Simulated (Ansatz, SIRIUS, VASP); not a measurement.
# HfIn4SiO6: programs and potentials compared

```xyz
12
Lattice="2.7160 -4.7033 0.0045 2.7160 4.7033 0.0045 -1.8631 0.0000 7.4041" Properties=species:S:1:pos:R:3 pbc="T T T"
Hf    2.7247    2.7254    0.0628
In    1.7640    1.3000    3.7011
In    2.7019   -0.3525   -0.0258
In    1.7834    4.3819    3.7241
In    1.7616   -1.9553    3.6890
Si    2.6732   -3.4886    0.0203
O    -1.1514   -0.1673    6.3596
O     4.6868   -0.1307    0.9997
O     1.7233   -2.1515    6.3741
O     1.8901   -2.2112    0.9654
O     1.5254    1.2954    1.0373
O     1.9984    1.2864    6.4313
```

The cell comes from a database or a generator and needn't be the stable form of this composition.

Atoms were shifted at random by some hundredths of an Å from the given cell, which wasn't relaxed again for these runs.

Alike in all runs: task single point; functional PBE; k mesh 6 × 6 × 4; occupations fermi-dirac, width 0.05 eV; no spin polarisation; no spin-orbit coupling. A missing gap at this level doesn't show that the real crystal is a metal. Pressure is positive in compression and, in plane waves, holds the error of the finite cutoff, which Ansatz's Pulay term estimates and takes out.

| program and potentials | plane-wave cutoff (eV) | notes | band gap (eV) | pressure (GPa) | largest force (eV/Å) |
| --- | --- | --- | --- | --- | --- |
| Ansatz, Ansatz PAW | 420 | 9.83 valence electrons an atom on average; Pulay term of +0.44 GPa included | no gap | -0.50 | 1.376 |
| SIRIUS, PseudoDojo 0.4.1 PBE standard (scalar relativistic) | 1152 | 8.67 valence electrons an atom on average | no gap | -0.95 | 1.321 |
| VASP, PBE PAW files Hf_pv, In_d, O, Si, 520 eV | 520 | 8.5 valence electrons an atom on average | no gap | -0.91 | 1.350 |

Force on atom 1 (Hf), eV/Å:

```csv
program and potentials,x,y,z
"Ansatz, Ansatz PAW",-0.725,1.114,-0.359
"SIRIUS, PseudoDojo 0.4.1 PBE standard (scalar relativistic)",-0.701,1.060,-0.363
"VASP, PBE PAW files Hf_pv, In_d, O, Si, 520 eV",-0.712,1.083,-0.376
```

None finds a gap. The pressure spans -0.95 (SIRIUS, PseudoDojo 0.4.1 PBE standard (scalar relativistic)) to -0.50 GPa (Ansatz, Ansatz PAW).

Differences between rows come from potentials, basis sets and numerical settings, since the functional is the same but for its coding. Runs on potential files found faulty are left out.
